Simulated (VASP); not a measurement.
# Gap of Selenium, level by level, part 2 of 2

Wanted: bands and gap of Selenium from one functional after another. LASPH is on for some levels and off for others; the table marks which. The start is a cell from a database of measured crystal structures.

VASP 6.6.1, plane waves and PAW; the level of theory is named at each step.

So far, least gap on mesh and path (eV): step 2 (bands, level LDA, k 4×4×3) 0.913; step 5 (bands, level r2SCAN, k 4×4×3) 1.26; step 6 (bands, level TB-mBJ, k 4×4×3) 1.46; step 7 (bands, level TPSS, k 4×4×3) 1.10; step 8 (bands, level AM05, k 4×4×3) 0.971.

## 10. Bands with HSE06, k 4×4×3

This step: HSE06; plane waves and PAW (Se) (VASP 6.6.1).

HSE06 mixes in a quarter of exact exchange at short range, at far higher cost; in semiconductors this cures much of the gap error, while metals seldom gain.

Input file INCAR:

```
SYSTEM = Se
PREC = Accurate
ENCUT = 400
EDIFF = 1E-06
NELM = 100
ISMEAR = 0
SIGMA = 0.02
LREAL = .FALSE.
ALGO = Normal
LHFCALC = .TRUE.
AEXX = 0.25
GGA = PE
HFSCREEN = 0.2
LASPH = .TRUE.
NBANDS = 15
PRECFOCK = Fast
LORBIT = 11
LWAVE = .FALSE.
LCHARG = .FALSE.
KPAR = 4
```

Input file POSCAR:

```
Se
1.0
    4.3662000000      0.0000000000      0.0000000000
   -2.1831000000      3.7812401180      0.0000000000
    0.0000000000      0.0000000000      4.9536000000
Se
3
Direct
    0.2254000000      0.0000000000      0.3333333333
    0.0000000000      0.2254000000      0.6666666667
    0.7746000000      0.7746000000      0.0000000000
```

Input file KPOINTS:

```
Automatic mesh
0
Gamma
4 4 3
0 0 0
```

Input file KPOINTS_OPT:

```
Line mode
6
Line-mode
Reciprocal
  0.00000000   0.00000000   0.00000000 GAMMA
  0.50000000   0.00000000   0.00000000 M

  0.50000000   0.00000000   0.00000000 M
  0.33333333   0.33333333   0.00000000 K

  0.33333333   0.33333333   0.00000000 K
  0.00000000   0.00000000   0.00000000 GAMMA

  0.00000000   0.00000000   0.00000000 GAMMA
  0.00000000   0.00000000   0.50000000 A

  0.00000000   0.00000000   0.50000000 A
  0.50000000   0.00000000   0.50000000 L

  0.50000000   0.00000000   0.50000000 L
  0.33333333   0.33333333   0.50000000 H

  0.33333333   0.33333333   0.50000000 H
  0.00000000   0.00000000   0.50000000 A

  0.50000000   0.00000000   0.50000000 L
  0.50000000   0.00000000   0.00000000 M

  0.33333333   0.33333333   0.00000000 K
  0.33333333   0.33333333   0.50000000 H
```

Potentials, in the order of the species: Se (PBE family, release 64).

The WAVECAR or CHGCAR of an earlier step is read.

Started as:

```bash
> mpirun -np 4 vasp_std
```

Wall time 80 s (4 MPI ranks of Intel Xeon 6975P-C (Granite Rapids), shared host); peak memory 1.1 GiB; 5.3 min of CPU time.

The k-mesh is coarse for exact exchange; levels may shift by about 0.1 eV on a finer one.

The electronic bands at the labelled points (eV, zero at the valence-band top; v1 is the highest filled band, c1 the lowest empty one):

```
          point     v4     v3     v2     v1    c1    c2    c3    c4
              Γ  -4.07  -2.40  -2.40  -0.63  2.73  2.73  3.02  7.06
0.60 of the way  -3.96  -2.45  -1.91  -1.09  2.71  2.93  3.98  6.57
              M  -3.82  -3.19  -1.98  -1.22  2.72  3.15  5.07  6.08
0.40 of the way  -3.63  -3.17  -2.21  -1.48  2.98  3.55  4.91  6.40
              K  -3.13  -3.13  -2.89  -1.89  3.91  3.91  4.65  6.71
0.60 of the way  -3.76  -2.41  -1.81  -1.03  2.78  2.80  3.50  6.73
              Γ  -4.07  -2.40  -2.40  -0.63  2.73  2.73  3.02  7.06
0.60 of the way  -3.72  -2.19  -1.73  -1.23  2.12  2.21  2.36  7.45
              A  -3.66  -1.82  -1.82  -1.39  1.96  1.96  2.02  7.13
0.60 of the way  -4.35  -2.00  -1.52  -0.82  2.43  2.99  3.63  7.27
              L  -4.62  -2.14  -1.57   0.00  2.41  3.50  3.87  7.17
0.60 of the way  -5.19  -1.29  -1.06  -0.06  2.06  3.52  3.73  7.31
              H  -5.45  -1.18  -0.29  -0.29  1.78  3.60  3.60  7.51
0.60 of the way  -4.28  -1.65  -1.46  -1.38  2.18  2.80  3.23  7.33
              A  -3.66  -1.82  -1.82  -1.39  1.96  1.96  2.02  7.13
      jump to L  -4.62  -2.14  -1.57   0.00  2.41  3.50  3.87  7.17
0.40 of the way  -4.15  -2.13  -1.94  -0.67  2.57  3.50  4.23  7.13
              M  -3.82  -3.19  -1.98  -1.22  2.72  3.15  5.07  6.08
      jump to K  -3.13  -3.13  -2.89  -1.89  3.91  3.91  4.65  6.71
0.40 of the way  -3.90  -3.01  -1.88  -0.94  3.26  4.10  4.21  7.32
              H  -5.45  -1.18  -0.29  -0.29  1.78  3.60  3.60  7.51
```

The gap is 1.78 eV, indirect, from L to H. Against LDA that is +0.87 eV; this run took 8.3 times the core time, on fewer points of the path.

## 11. Bands with r2SCANh, k 4×4×3

This step: r2SCANh; plane waves and PAW (Se) (VASP 6.6.1).

r2SCANh replaces a tenth of the r2SCAN exchange by exact exchange.

INCAR: that of step 10 with these lines changed.

```diff
@@ -10,5 +10,4 @@
 LHFCALC = .TRUE.
-AEXX = 0.25
-GGA = PE
-HFSCREEN = 0.2
+AEXX = 0.1
+METAGGA = R2SCAN
 LASPH = .TRUE.
@@ -16,2 +15,3 @@
 PRECFOCK = Fast
+HFRCUT = -1
 LORBIT = 11
```

POSCAR is that of step 10.

KPOINTS is that of step 10.

KPOINTS_OPT is that of step 10.

Started as:

```bash
> mpirun -np 4 vasp_std
```

It took 82 s on 4 MPI ranks; peak memory 0.7 GiB; 5.4 min of CPU time.

The k-mesh is coarse for unscreened exact exchange, which converges slowly with it.

The electronic bands at the labelled points (eV, zero at the valence-band top; v1 is the highest filled band, c1 the lowest empty one):

```
          point     v4     v3     v2     v1    c1    c2    c3    c4
              Γ  -4.04  -2.33  -2.33  -0.59  2.65  2.65  2.93  7.27
0.60 of the way  -3.91  -2.41  -1.91  -1.06  2.66  2.88  3.91  6.65
              M  -3.75  -3.15  -1.97  -1.18  2.68  3.09  4.96  6.16
0.40 of the way  -3.58  -3.13  -2.20  -1.45  2.94  3.48  4.81  6.47
              K  -3.08  -3.08  -2.90  -1.85  3.84  3.84  4.55  6.82
0.60 of the way  -3.75  -2.36  -1.79  -0.99  2.74  2.74  3.42  6.84
              Γ  -4.04  -2.33  -2.33  -0.59  2.65  2.65  2.93  7.27
0.60 of the way  -3.73  -2.13  -1.69  -1.17  2.09  2.14  2.32  7.60
              A  -3.67  -1.75  -1.75  -1.34  1.94  1.94  1.94  7.30
0.60 of the way  -4.32  -1.96  -1.48  -0.82  2.37  2.93  3.54  7.33
              L  -4.59  -2.10  -1.54   0.00  2.34  3.45  3.75  7.22
0.60 of the way  -5.12  -1.25  -1.05  -0.06  1.99  3.43  3.63  7.38
              H  -5.36  -1.14  -0.29  -0.29  1.72  3.50  3.50  7.60
0.60 of the way  -4.25  -1.62  -1.44  -1.34  2.12  2.73  3.17  7.40
              A  -3.67  -1.75  -1.75  -1.34  1.94  1.94  1.94  7.30
      jump to L  -4.59  -2.10  -1.54   0.00  2.34  3.45  3.75  7.22
0.40 of the way  -4.12  -2.09  -1.93  -0.68  2.54  3.42  4.15  7.17
              M  -3.75  -3.15  -1.97  -1.18  2.68  3.09  4.96  6.16
      jump to K  -3.08  -3.08  -2.90  -1.85  3.84  3.84  4.55  6.82
0.40 of the way  -3.86  -2.97  -1.88  -0.94  3.21  4.02  4.12  7.43
              H  -5.36  -1.14  -0.29  -0.29  1.72  3.50  3.50  7.60
```

The gap is 1.72 eV, indirect, from L to H. Against LDA that is +0.81 eV; this run took 8.5 times the core time, on fewer points of the path.

## 12. Dielectric constant for the exchange share

This step: PBE; plane waves and PAW (Se) (VASP 6.6.1).

The share of exact exchange of the next level is the inverse of the dielectric constant, which this PBE response run supplies.

Input file INCAR:

```
SYSTEM = Se
PREC = Accurate
ENCUT = 400
EDIFF = 1E-08
NELM = 100
ISMEAR = 0
SIGMA = 0.01
LREAL = .FALSE.
ALGO = Normal
GGA = PE
NBANDS = 15
LORBIT = 11
LWAVE = .FALSE.
LCHARG = .FALSE.
KPAR = 4
LEPSILON = .TRUE.
```

POSCAR is that of step 11.

Input file KPOINTS:

```
Automatic mesh
0
Gamma
6 6 5
0 0 0
```

Started as:

```bash
> mpirun -np 4 vasp_std
```

It took 33 s on 4 MPI ranks; peak memory 1.1 GiB; 2.2 min of CPU time.

Energies printed during the response cycles are not total energies of the cell. The dielectric response converges more slowly with the mesh than energies do, so tensor and charges may still move on a finer one.

Numbers from this step:

- irreducible k-points: 27
- Fermi energy: 2.696 eV
- pressure: 2.883 GPa
- valence top at k: -0.1667, 0.5, 0.4
- conduction bottom at k: 0, 0, 0.4
- least direct gap at k: 0.3333, 0.3333, 0.4
- gap on the k-mesh: 1.297 eV
- least direct gap on the k-mesh: 1.495 eV

Electronic dielectric tensor with local fields:

```
 9.51  0.00  0.00
 0.00  9.51  0.00
 0.00  0.00 14.25
```

Born effective charge (e), principal values of the symmetric part by kind of site:

```
atom  atoms with these values      low  middle    high    mean
 Se1                        3  -1.1761  0.3329  0.8432  0.0000
```

In full for Se1:

```
 0.8432  0.0000  0.0000
 0.0000 -0.8432  0.4323
 0.0000  0.8191  0.0000
```

Piezoelectric tensor with clamped ions (C/m²), by row:

```
field       xx      yy  zz      xy       yz        zx
    x  -0.3398  0.3398   0       0  0.02011         0
    y        0       0   0  0.3398        0  -0.02012
    z        0       0   0       0        0         0
```

Force by atom:

```
atom  x (eV/Å)  y (eV/Å)  z (eV/Å)   size
 Se1     0.437     0.000     0.000  0.437
 Se2    -0.218     0.378     0.000  0.437
 Se3    -0.218    -0.378     0.000  0.437
```

The Born charges sum to zero; the printed set may have that rule imposed, so this is no test.

## 13. Bands with PBE-EpsX, k 4×4×3

This step: PBE-EpsX, exact-exchange share 1/11.09; plane waves and PAW (Se) (VASP 6.6.1).

Here the share of exact exchange is set to the inverse of the computed dielectric constant, since screening weakens exchange.

Input file INCAR:

```
SYSTEM = Se
PREC = Accurate
ENCUT = 400
EDIFF = 1E-06
NELM = 100
ISMEAR = 0
SIGMA = 0.02
LREAL = .FALSE.
ALGO = Normal
LHFCALC = .TRUE.
AEXX = 0.09
GGA = PE
LASPH = .TRUE.
NBANDS = 15
PRECFOCK = Fast
HFRCUT = -1
LORBIT = 11
LWAVE = .FALSE.
LCHARG = .FALSE.
KPAR = 4
```

POSCAR is that of step 12.

Input file KPOINTS:

```
Automatic mesh
0
Gamma
4 4 3
0 0 0
```

KPOINTS_OPT is that of step 11.

Started as:

```bash
> mpirun -np 4 vasp_std
```

Wall time 72 s (4 MPI ranks); peak memory 0.71 GiB; 4.7 min of CPU time.

The share of exact exchange rests on that dielectric constant; a constant that is too large makes it too small.

Electronic bands along the path, in eV, zero at the valence-band top; v1 is the highest filled band, c1 the lowest empty one:

```
          point     v4     v3     v2     v1    c1    c2    c3    c4
              Γ  -3.93  -2.22  -2.22  -0.54  2.39  2.39  2.67  6.68
0.60 of the way  -3.79  -2.32  -1.83  -1.00  2.39  2.60  3.63  6.23
              M  -3.64  -3.07  -1.90  -1.12  2.41  2.82  4.67  5.76
0.40 of the way  -3.47  -3.05  -2.12  -1.39  2.67  3.21  4.52  6.06
              K  -2.99  -2.99  -2.82  -1.78  3.57  3.57  4.27  6.38
0.60 of the way  -3.63  -2.26  -1.71  -0.94  2.45  2.48  3.15  6.38
              Γ  -3.93  -2.22  -2.22  -0.54  2.39  2.39  2.67  6.68
0.60 of the way  -3.60  -2.05  -1.60  -1.12  1.81  1.91  2.05  7.09
              A  -3.53  -1.69  -1.69  -1.26  1.67  1.67  1.73  6.77
0.60 of the way  -4.19  -1.91  -1.41  -0.81  2.14  2.69  3.27  6.90
              L  -4.44  -2.06  -1.48   0.00  2.09  3.20  3.48  6.79
0.60 of the way  -4.96  -1.18  -1.03  -0.06  1.74  3.16  3.35  6.95
              H  -5.20  -1.07  -0.27  -0.27  1.45  3.23  3.23  7.16
0.60 of the way  -4.11  -1.56  -1.42  -1.27  1.88  2.49  2.90  6.97
              A  -3.53  -1.69  -1.69  -1.26  1.67  1.67  1.73  6.77
      jump to L  -4.44  -2.06  -1.48   0.00  2.09  3.20  3.48  6.79
0.40 of the way  -3.99  -2.03  -1.87  -0.67  2.29  3.16  3.87  6.75
              M  -3.64  -3.07  -1.90  -1.12  2.41  2.82  4.67  5.76
      jump to K  -2.99  -2.99  -2.82  -1.78  3.57  3.57  4.27  6.38
0.40 of the way  -3.75  -2.89  -1.82  -0.90  2.96  3.74  3.85  6.97
              H  -5.20  -1.07  -0.27  -0.27  1.45  3.23  3.23  7.16
```

The gap is 1.45 eV, indirect, from L to H. Against LDA that is +0.53 eV; this run took 7.5 times the core time, on fewer points of the path.

## 14. Bands with HSEsol, k 4×4×3

This step: HSEsol; plane waves and PAW (Se) (VASP 6.6.1).

HSEsol is the screened hybrid built on PBEsol.

INCAR: that of step 13 with these lines changed.

```diff
@@ -10,4 +10,5 @@
 LHFCALC = .TRUE.
-AEXX = 0.09
-GGA = PE
+AEXX = 0.25
+GGA = PS
+HFSCREEN = 0.2
 LASPH = .TRUE.
@@ -15,3 +16,2 @@
 PRECFOCK = Fast
-HFRCUT = -1
 LORBIT = 11
```

POSCAR is that of step 13.

KPOINTS is that of step 13.

KPOINTS_OPT is that of step 13.

Started as:

```bash
> mpirun -np 4 vasp_std
```

Elapsed: 82 s, on 4 MPI ranks; peak memory 1.1 GiB; 5.4 min of CPU time.

The electronic bands at the labelled points (eV, zero at the valence-band top; v1 is the highest filled band, c1 the lowest empty one):

```
          point     v4     v3     v2     v1    c1    c2    c3    c4
              Γ  -4.10  -2.40  -2.40  -0.61  2.69  2.69  2.97  6.88
0.60 of the way  -3.98  -2.46  -1.91  -1.09  2.66  2.87  3.95  6.45
              M  -3.84  -3.22  -1.99  -1.21  2.66  3.10  5.05  5.96
0.40 of the way  -3.65  -3.20  -2.22  -1.49  2.93  3.51  4.88  6.28
              K  -3.16  -3.16  -2.90  -1.90  3.87  3.87  4.62  6.58
0.60 of the way  -3.78  -2.42  -1.80  -1.03  2.71  2.75  3.47  6.60
              Γ  -4.10  -2.40  -2.40  -0.61  2.69  2.69  2.97  6.88
0.60 of the way  -3.73  -2.20  -1.73  -1.23  2.04  2.17  2.28  7.36
              A  -3.67  -1.83  -1.83  -1.38  1.88  1.88  1.98  7.05
0.60 of the way  -4.37  -2.02  -1.52  -0.83  2.38  2.94  3.59  7.15
              L  -4.65  -2.16  -1.58   0.00  2.36  3.46  3.84  7.06
0.60 of the way  -5.23  -1.29  -1.07  -0.06  2.00  3.47  3.70  7.19
              H  -5.49  -1.18  -0.28  -0.28  1.72  3.56  3.56  7.39
0.60 of the way  -4.30  -1.66  -1.47  -1.38  2.12  2.75  3.18  7.21
              A  -3.67  -1.83  -1.83  -1.38  1.88  1.88  1.98  7.05
      jump to L  -4.65  -2.16  -1.58   0.00  2.36  3.46  3.84  7.06
0.40 of the way  -4.17  -2.15  -1.95  -0.68  2.51  3.46  4.20  7.02
              M  -3.84  -3.22  -1.99  -1.21  2.66  3.10  5.05  5.96
      jump to K  -3.16  -3.16  -2.90  -1.90  3.87  3.87  4.62  6.58
0.40 of the way  -3.92  -3.04  -1.89  -0.94  3.22  4.07  4.18  7.20
              H  -5.49  -1.18  -0.28  -0.28  1.72  3.56  3.56  7.39
```

The gap is 1.72 eV, indirect, from L to H. Against LDA that is +0.81 eV; this run took 8.5 times the core time, on fewer points of the path.

## 15. Bands with r2SCAN-EpsX, k 4×4×3

This step: r2SCAN-EpsX, exact-exchange share 1/11.09; plane waves and PAW (Se) (VASP 6.6.1).

INCAR: that of step 14 with these lines changed.

```diff
@@ -10,5 +10,4 @@
 LHFCALC = .TRUE.
-AEXX = 0.25
-GGA = PS
-HFSCREEN = 0.2
+AEXX = 0.09
+METAGGA = R2SCAN
 LASPH = .TRUE.
@@ -16,2 +15,3 @@
 PRECFOCK = Fast
+HFRCUT = -1
 LORBIT = 11
```

POSCAR is that of step 14.

KPOINTS is that of step 14.

KPOINTS_OPT is that of step 14.

Started as:

```bash
> mpirun -np 4 vasp_std
```

The job ended after 80 s (4 MPI ranks; peak memory 0.68 GiB; 5.2 min of CPU time).

The electronic bands at the labelled points (eV, zero at the valence-band top; v1 is the highest filled band, c1 the lowest empty one):

```
          point     v4     v3     v2     v1    c1    c2    c3    c4
              Γ  -4.03  -2.31  -2.31  -0.58  2.60  2.60  2.87  7.22
0.60 of the way  -3.89  -2.40  -1.90  -1.05  2.61  2.83  3.85  6.59
              M  -3.74  -3.13  -1.97  -1.17  2.63  3.04  4.90  6.11
0.40 of the way  -3.56  -3.11  -2.19  -1.44  2.89  3.43  4.75  6.42
              K  -3.07  -3.07  -2.89  -1.83  3.78  3.78  4.49  6.76
0.60 of the way  -3.73  -2.34  -1.78  -0.98  2.68  2.69  3.36  6.79
              Γ  -4.03  -2.31  -2.31  -0.58  2.60  2.60  2.87  7.22
0.60 of the way  -3.72  -2.11  -1.68  -1.16  2.04  2.09  2.26  7.54
              A  -3.65  -1.74  -1.74  -1.33  1.88  1.88  1.89  7.24
0.60 of the way  -4.31  -1.94  -1.47  -0.82  2.32  2.88  3.48  7.28
              L  -4.57  -2.09  -1.53   0.00  2.29  3.40  3.69  7.16
0.60 of the way  -5.10  -1.24  -1.04  -0.06  1.95  3.38  3.57  7.33
              H  -5.34  -1.14  -0.29  -0.29  1.67  3.45  3.45  7.55
0.60 of the way  -4.24  -1.61  -1.43  -1.33  2.07  2.68  3.12  7.35
              A  -3.65  -1.74  -1.74  -1.33  1.88  1.88  1.89  7.24
      jump to L  -4.57  -2.09  -1.53   0.00  2.29  3.40  3.69  7.16
0.40 of the way  -4.10  -2.08  -1.92  -0.67  2.49  3.37  4.09  7.12
              M  -3.74  -3.13  -1.97  -1.17  2.63  3.04  4.90  6.11
      jump to K  -3.07  -3.07  -2.89  -1.83  3.78  3.78  4.49  6.76
0.40 of the way  -3.85  -2.95  -1.87  -0.93  3.16  3.96  4.07  7.38
              H  -5.34  -1.14  -0.29  -0.29  1.67  3.45  3.45  7.55
```

The gap is 1.67 eV, indirect, from L to H. Against LDA that is +0.76 eV; this run took 8.3 times the core time, on fewer points of the path.

## 16. Bands with PBE + SOC

This step: PBE, spin-orbit coupling; plane waves and PAW (Se) (VASP 6.6.1).

Spin-orbit coupling needs spinors and the noncollinear program, where each band holds one electron.

Input file INCAR:

```
SYSTEM = Se
PREC = Accurate
ENCUT = 400
EDIFF = 1E-06
NELM = 100
ISMEAR = 0
SIGMA = 0.02
LREAL = .FALSE.
ALGO = Normal
GGA = PE
LNONCOLLINEAR = .TRUE.
MAGMOM = 0 0 0 0 0 0 0 0 0
NBANDS = 30
GGA_COMPAT = .FALSE.
LASPH = .TRUE.
LSORBIT = .TRUE.
LORBIT = 11
LWAVE = .FALSE.
LCHARG = .FALSE.
KPAR = 4
```

POSCAR is that of step 15.

KPOINTS is that of step 15.

KPOINTS_OPT: that of step 15 with these lines changed.

```diff
@@ -1,3 +1,3 @@
 Line mode
-6
+16
 Line-mode
```

Started as:

```bash
> mpirun -np 4 vasp_ncl
```

Wall time 33 s (4 MPI ranks); peak memory 1.1 GiB; 2.1 min of CPU time.

LASPH is switched on together with spin-orbit coupling, so the change from the scalar run holds both. At this level the cell is under a pressure of 3.0 GPa, so at these settings it is away from equilibrium.

Electronic bands along the path, in eV, zero at the valence-band top; v1 is the highest filled band, c1 the lowest empty one:

```
          point     v4     v3     v2     v1    c1    c2    c3    c4
              Γ  -2.07  -2.07  -0.45  -0.45  1.79  1.79  1.92  1.92
0.53 of the way  -1.76  -1.65  -0.87  -0.84  1.86  1.89  2.01  2.03
              M  -1.82  -1.82  -1.03  -1.03  1.91  1.91  2.31  2.31
0.47 of the way  -2.13  -2.09  -1.36  -1.35  2.25  2.27  2.79  2.80
              K  -2.72  -2.72  -1.66  -1.66  2.98  3.01  3.08  3.08
0.53 of the way  -1.69  -1.68  -0.99  -0.97  2.02  2.05  2.11  2.14
              Γ  -2.07  -2.07  -0.45  -0.45  1.79  1.79  1.92  1.92
0.47 of the way  -1.69  -1.61  -0.83  -0.82  1.40  1.49  1.50  1.59
              A  -1.54  -1.54  -1.16  -1.16  1.15  1.15  1.17  1.17
0.53 of the way  -1.35  -1.30  -0.94  -0.90  1.54  1.66  1.98  2.09
              L  -1.41  -1.41   0.00   0.00  1.61  1.61  2.67  2.67
0.53 of the way  -1.09  -1.08  -0.02  -0.02  1.34  1.36  2.63  2.64
              H  -0.33  -0.33  -0.15  -0.12  1.00  1.00  2.63  2.65
0.47 of the way  -1.14  -1.09  -1.05  -1.03  1.46  1.50  2.29  2.31
              A  -1.54  -1.54  -1.16  -1.16  1.15  1.15  1.17  1.17
      jump to L  -1.41  -1.41   0.00   0.00  1.61  1.61  2.67  2.67
0.47 of the way  -1.84  -1.77  -0.84  -0.64  1.80  1.83  2.53  2.67
              M  -1.82  -1.82  -1.03  -1.03  1.91  1.91  2.31  2.31
      jump to K  -2.72  -2.72  -1.66  -1.66  2.98  3.01  3.08  3.08
0.47 of the way  -1.58  -1.49  -0.77  -0.60  2.25  2.34  3.14  3.16
              H  -0.33  -0.33  -0.15  -0.12  1.00  1.00  2.63  2.65
```

The gap is 1.00 eV, indirect. That is the gap of PBE again; this run took 3.4 times the core time.

## 17. The ladder as a table

This step: ladder of functionals on one cell; plane waves and PAW (VASP 6.6.1).

No new run; the numbers come from the runs before.

A gap of 0 means none; cost is the wall time of each run, as given at its step, times its ranks, without the set-up around it; LASPH differs between rows, which moves results and costs too. Results by level, by row:

```
      level  gap (eV)  least direct gap (eV)  pressure (GPa)  cost (core minutes)  LASPH
        LDA     0.913                  1.098           -0.91                 0.64    off
     PBEsol     0.947                  1.134            0.34                0.653    off
        PBE     0.998                  1.188             2.9                0.653    off
     r2SCAN      1.26                  1.463            1.28                  2.2     on
     TB-mBJ      1.46                  1.667               -                 1.12     on
       TPSS     1.104                  1.302            2.33                  2.4     on
       AM05     0.971                  1.161            0.87                0.693    off
      HSE06     1.783                  2.016               -                 5.33     on
    r2SCANh     1.721                  1.958               -                 5.47     on
   PBE-EpsX     1.448                  1.677               -                  4.8     on
     HSEsol      1.72                  1.952               -                 5.47     on
r2SCAN-EpsX     1.673                  1.908               -                 5.33     on
  PBE + SOC     0.997                  1.098            2.97                  2.2     on
```

## 18. Results

```
gap, LDA         : 0.913 eV
gap, PBEsol      : 0.947 eV
gap, PBE         : 0.998 eV
gap, r2SCAN      : 1.26 eV
gap, TB-mBJ      : 1.46 eV
gap, TPSS        : 1.10 eV
gap, AM05        : 0.971 eV
gap, HSE06       : 1.78 eV
gap, r2SCANh     : 1.72 eV
gap, PBE-EpsX    : 1.45 eV
gap, HSEsol      : 1.72 eV
gap, r2SCAN-EpsX : 1.67 eV
gap, PBE + SOC   : 0.997 eV
```

In words: For Selenium, without spin-orbit coupling, the functional decides between a gap of 0.913 eV (LDA) and 1.78 eV (HSE06), while across these levels the cost spans a factor of 8.5. HSE06 moves the gap by +0.78 eV from PBE, at about 8.2 times the core time, though on fewer points of the path. On r2SCAN the gap grows with the share of exact exchange: 1.26 eV at none, 1.67 eV at 0.09, 1.72 eV at 0.10. Spin-orbit coupling changes the PBE gap by -0.00 eV. TB-mBJ lands -0.32 eV from HSE06 at 21 % of its cost. All levels use one geometry and one mesh, kept coarse to afford the hybrids, so no gap here is fully converged. Costs come from a shared host, and the hybrids use PRECFOCK = Fast. These are single-particle gaps of a static lattice, without excitons or temperature. LASPH is on for some levels and off for others, so differences between them are not the functional's alone. The spin-orbit shifts include the switch to LASPH.

[Lines on the potential files, build, host, timing and source positions are cut from VASP's logs without a mark.]

[Logs are printed without paths, hosts, clocks, repeated set-up lines and the standing remarks that a program may print on its own settings, such as how far it seeks lower states.]

[Hosts, paths, dates, database ids (printed as entryN), source tags and the programs' standing remarks are cut or masked in the printed files.]

[A measured line is paired with the nearest computed mode of its activity, which favours agreement.]
